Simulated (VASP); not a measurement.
Input:

```
CELL_PARAMETERS angstrom
      3.71463     0.00000     0.00000
      0.00000     3.71463     0.00000
      0.00000     0.00000     3.71463
ATOMIC_POSITIONS crystal
  Tl 0.00000 0.00000 0.00000
  Br 0.50000 0.50000 0.50000
```

Level of theory: PBE GGA, VASP's PBE PAW potentials (set 64) (plane waves; VASP). Numerical set-up: 500 eV cut-off, 7×7×7 Γ-centred mesh, Gaussian smearing of 0.050 eV, potentials Tl_d Br.

### Question
Predict the energy per atom (σ→0), pressure.

### Answer

```json
{
  "energy per atom (σ→0)": "-2.588 eV/atom",
  "pressure": "10.01 GPa"
}
```

Total energies compare only between runs with the same potentials, cut-off and functional.

The compound is TlBr in the CsCl type structure. It was relaxed first under an external pressure of 10 GPa.
